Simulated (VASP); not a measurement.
**Cu2Sb (Cuprostibite): single point with LDA**

Cu2Sb (Cuprostibite):

```xyz
6
Lattice="4.0006 0.0000 0.0000 0.0000 4.0006 0.0000 0.0000 0.0000 6.1043" Properties=species:S:1:pos:R:3 pbc="T T T"
Cu    0.0000    0.0000    0.0000
Cu    2.0003    2.0003    0.0000
Cu    2.0003    0.0000    1.6482
Cu    0.0000    2.0003    4.4561
Sb    2.0003    0.0000    4.2730
Sb    0.0000    2.0003    1.8313
```

* Program: VASP 6.6.1
* Task: single point
* Functional: LDA
* Potentials or basis: VASP PAW LDA potentials, release 64 (Cu, Sb)
* Cutoff: 520 eV
* k mesh: 6 × 6 × 4
* Occupations: fermi-dirac, width 0.05 eV
* Spin: no spin polarisation

The pressure is -6.9 GPa and the largest force is 0.257 eV/Å. The band gap on the k mesh is none (metal or under the smearing width).

Forces in eV/Å, atoms in the order of the input:
```
Cu   0.000  0.000  0.000
Cu   0.000  0.000  0.000
Cu   0.000  0.000 -0.257
Cu   0.000  0.000  0.257
Sb   0.000  0.000  0.184
Sb   0.000  0.000 -0.184
```

Stress tensor (GPa, compression positive):
```
-6.75  0.00  0.00
 0.00 -6.75  0.00
 0.00  0.00 -7.31
```

Levels at points of the mesh, in eV from the Fermi level:
| k point | band 23 | band 24 | band 25 | band 26 | band 27 | band 28 | band 29 | band 30 | band 31 | band 32 |
| --- | --- | --- | --- | --- | --- | --- | --- | --- | --- | --- |
| (0.00, 0.00, 0.00) | -2.42 | -2.30 | -2.30 | -0.99 | 1.39 | 1.39 | 1.65 | 2.76 | 3.10 | 4.81 |
| (0.50, 0.00, 0.00) | -2.06 | -2.06 | -1.82 | -1.82 | 1.03 | 1.03 | 2.95 | 2.95 | 5.12 | 5.12 |
| (0.50, 0.50, 0.00) | -2.45 | -2.45 | -2.33 | -2.33 | -2.19 | -2.19 | -0.13 | -0.13 | 2.27 | 2.27 |
| (0.00, 0.00, 0.50) | -1.62 | -1.62 | -0.92 | -0.92 | -0.11 | -0.11 | 1.66 | 1.97 | 3.43 | 4.00 |
| (0.50, 0.00, 0.50) | -2.47 | -2.47 | 0.75 | 0.75 | 1.50 | 1.50 | 1.56 | 1.56 | 3.62 | 3.62 |
| (0.50, 0.50, 0.50) | -2.54 | -2.54 | -2.49 | -2.49 | -1.89 | -1.89 | 3.25 | 3.25 | 4.07 | 4.07 |

Run time: 110 s on 1 thread of Intel(R) Xeon(R) Platinum 8488C (Sapphire Rapids), with other jobs on the host, peak memory 0.21 GiB.

The run has no spin-orbit coupling, so splittings on Sb are missing.
